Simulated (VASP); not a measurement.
**Si: band structure with r2SCAN**

Si:

```xyz
2
Lattice="0.0000 2.7343 2.7343 2.7343 0.0000 2.7343 2.7343 2.7343 0.0000" Properties=species:S:1:pos:R:3 pbc="T T T"
Si    4.1014    4.1014    4.1014
Si    2.7343    2.7343    2.7343
```

* Program: VASP 6.6.1
* Task: band structure
* Functional: r2SCAN
* Potentials or basis: VASP PAW PBE potentials, release 64 (Si)
* Cutoff: 520 eV
* k mesh: 10 × 10 × 10
* Occupations: gaussian, width 0.03 eV
* Spin: no spin polarisation
* Further INCAR settings: ALGO = Normal; EDIFF = 1e-06; NBANDS = 11

```json
{
 "Pressure": "-1.5 GPa",
 "Band gap on the k mesh": "0.81 eV, indirect (least direct gap 2.75 eV)",
 "Band gap along the path": "0.81 eV, indirect (least direct gap 2.75 eV)"
}
```

Levels at the corners of the path, in eV from the valence-band top:
| point | band 1 | band 2 | band 3 | band 4 | band 5 | band 6 | band 7 | band 8 | band 9 |
| --- | --- | --- | --- | --- | --- | --- | --- | --- | --- |
| Γ | -12.38 | 0.00 | 0.00 | 0.00 | 2.75 | 2.75 | 2.75 | 3.73 | 8.12 |
| X | -8.09 | -8.09 | -2.95 | -2.95 | 0.96 | 0.96 | 10.69 | 10.69 | 11.55 |
| X | -8.09 | -8.09 | -2.95 | -2.95 | 0.96 | 0.96 | 10.69 | 10.69 | 11.55 |
| W | -7.93 | -7.93 | -3.94 | -3.94 | 4.60 | 4.60 | 5.35 | 5.35 | 11.16 |
| W | -7.93 | -7.93 | -3.94 | -3.94 | 4.60 | 4.60 | 5.35 | 5.35 | 11.16 |
| K | -8.53 | -7.47 | -4.39 | -2.51 | 1.46 | 4.45 | 7.90 | 8.48 | 8.73 |
| K | -8.53 | -7.47 | -4.39 | -2.51 | 1.46 | 4.45 | 7.90 | 8.48 | 8.73 |
| Γ | -12.38 | 0.00 | 0.00 | 0.00 | 2.75 | 2.75 | 2.75 | 3.73 | 8.12 |
| Γ | -12.38 | 0.00 | 0.00 | 0.00 | 2.75 | 2.75 | 2.75 | 3.73 | 8.12 |
| L | -9.98 | -7.17 | -1.25 | -1.25 | 1.81 | 3.60 | 3.60 | 8.30 | 11.11 |
| L | -9.98 | -7.17 | -1.25 | -1.25 | 1.81 | 3.60 | 3.60 | 8.30 | 11.11 |
| U | -8.53 | -7.47 | -4.39 | -2.51 | 1.46 | 4.45 | 7.90 | 8.48 | 8.73 |
| U | -8.53 | -7.47 | -4.39 | -2.51 | 1.46 | 4.45 | 7.90 | 8.48 | 8.73 |
| W | -7.93 | -7.93 | -3.94 | -3.94 | 4.60 | 4.60 | 5.35 | 5.35 | 11.16 |
| W | -7.93 | -7.93 | -3.94 | -3.94 | 4.60 | 4.60 | 5.35 | 5.35 | 11.16 |
| L | -9.98 | -7.17 | -1.25 | -1.25 | 1.81 | 3.60 | 3.60 | 8.30 | 11.11 |
| L | -9.98 | -7.17 | -1.25 | -1.25 | 1.81 | 3.60 | 3.60 | 8.30 | 11.11 |
| K | -8.53 | -7.47 | -4.39 | -2.51 | 1.46 | 4.45 | 7.90 | 8.48 | 8.73 |
| U | -8.53 | -7.47 | -4.39 | -2.51 | 1.46 | 4.45 | 7.90 | 8.48 | 8.73 |
| X | -8.09 | -8.09 | -2.95 | -2.95 | 0.96 | 0.96 | 10.69 | 10.69 | 11.55 |

It took 3.8 min on 1 thread of Intel(R) Xeon(R) Platinum 8488C (Sapphire Rapids), on a shared host, peak memory 0.17 GiB.

Caveat: the PAW data sets were made with another functional, which shifts forces and pressure a little. r2SCAN opens gaps a little over a GGA but as a rule still falls short of measured ones.
